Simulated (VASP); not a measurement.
All values below come from PBE GGA, VASP's PBE PAW potentials (set 64) (plane waves; VASP 6.6.1).

VASP ran on this input.

**KPOINTS**
```
Automatic mesh
0
Gamma
5 5 4
0 0 0
```

File POSCAR:
```
SnO
1
    3.8137000000     0.0000000000     0.0000000000
    0.0000000000     3.8137000000     0.0000000000
    0.0000000000     0.0000000000     4.8869100000
Sn O
2 2
Direct
  0.0000000000   0.5000000000   0.2353700000
  0.5000000000   0.0000000000   0.7646300000
  0.5000000000   0.5000000000   0.0000000000
  0.0000000000   0.0000000000   0.0000000000
```

INCAR:
```
! general
SYSTEM  = SnO
PREC    = Accurate
ENCUT   = 400
LREAL   = .FALSE.
LASPH   = .TRUE.

! electronic loop
EDIFF   = 1E-6
NELM    = 100
ALGO    = Normal
LMAXMIX = 4

! smearing
ISMEAR  = -1
SIGMA   = 0.01

! functional
GGA     = PE

! ions
ISIF    = 2

! output
LWAVE   = .FALSE.
LCHARG  = .FALSE.
```

POTCAR, in this order: Sn_d O (PBE.64 set). Program: vasp_std.

What VASP printed:

OSZICAR:
```
       N       E                     dE             d eps       ncg     rms          rms(c)
DAV:   1     0.364595897354E+03    0.36460E+03   -0.17704E+04   872   0.216E+03
DAV:   2     0.222826045092E+02   -0.34231E+03   -0.33726E+03   960   0.511E+02
DAV:   3    -0.247610773777E+02   -0.47044E+02   -0.46468E+02  1040   0.180E+02
DAV:   4    -0.263130750014E+02   -0.15520E+01   -0.15509E+01   984   0.380E+01
DAV:   5    -0.263605430808E+02   -0.47468E-01   -0.47461E-01  1136   0.623E+00    0.115E+01
DAV:   6    -0.227330290904E+02    0.36275E+01   -0.23991E+01  1440   0.510E+01    0.463E+00
DAV:   7    -0.227402951537E+02   -0.72661E-02   -0.21274E+00   944   0.931E+00    0.259E+00
DAV:   8    -0.227446563164E+02   -0.43612E-02   -0.60275E-01  1296   0.577E+00    0.109E+00
DAV:   9    -0.227191478693E+02    0.25508E-01   -0.20003E-01  1328   0.430E+00    0.256E-01
DAV:  10    -0.227215251490E+02   -0.23773E-02   -0.21578E-02  1240   0.128E+00    0.208E-01
DAV:  11    -0.227205256947E+02    0.99945E-03   -0.70287E-03  1360   0.800E-01    0.309E-02
DAV:  12    -0.227206225252E+02   -0.96830E-04   -0.80035E-04   944   0.175E-01    0.500E-02
DAV:  13    -0.227205972489E+02    0.25276E-04   -0.22019E-04  1272   0.165E-01    0.781E-03
DAV:  14    -0.227205982081E+02   -0.95918E-06   -0.20491E-05  1256   0.438E-02    0.484E-03
DAV:  15    -0.227205985391E+02   -0.33096E-06   -0.12119E-06   664   0.118E-02
   1 F= -.22720599E+02 E0= -.22720599E+02  d E =-.120817E-13
```

### OUTCAR
```
------------------------ aborting loop because EDIFF is reached ----------------------------------------
  FORCE on cell =-STRESS in cart. coord.  units (eV):
  Direction    XX          YY          ZZ          XY          YZ          ZX
  --------------------------------------------------------------------------------------
  Total        0.6350918      0.6350918      0.2149501      0.0000000      0.0000000      0.0000000
  in kB       14.3159353     14.3159353      4.8453024      0.0000000      0.0000000      0.0000000
  external PRESSURE =      11.1590577 kB  Pullay stress =       0.0000000 kB
  volume of cell :       71.08
      direct lattice vectors                 reciprocal lattice vectors
     3.813700000  0.000000000  0.000000000     0.262212549  0.000000000  0.000000000
     0.000000000  3.813700000  0.000000000     0.000000000  0.262212549  0.000000000
     0.000000000  0.000000000  4.886910000     0.000000000  0.000000000  0.204628282
 POSITION                                       TOTAL-FORCE (eV/Angst)
 -----------------------------------------------------------------------------------
      0.00000      1.90685      1.15023         0.000000      0.000000      0.446616
      1.90685      0.00000      3.73668        -0.000000      0.000000     -0.446616
      1.90685      1.90685      0.00000        -0.000000      0.000000      0.000000
      0.00000      0.00000      0.00000        -0.000000     -0.000000      0.000000
 -----------------------------------------------------------------------------------
    total drift:                                0.000000      0.000000      0.000000
  FREE ENERGIE OF THE ION-ELECTRON SYSTEM (eV)
  ---------------------------------------------------
  free  energy   TOTEN  =       -22.7205985391 eV

  energy  without entropy=      -22.7205985391  energy(sigma->0) =      -22.72059854
```
(Selected blocks of OUTCAR.)

At this cut-off the stress carries a Pulay error, which pulls relaxed volumes low.

The structure comes from a computed database's SnO entry; how it stands against other phases isn't given here. The cell was not relaxed at this level.
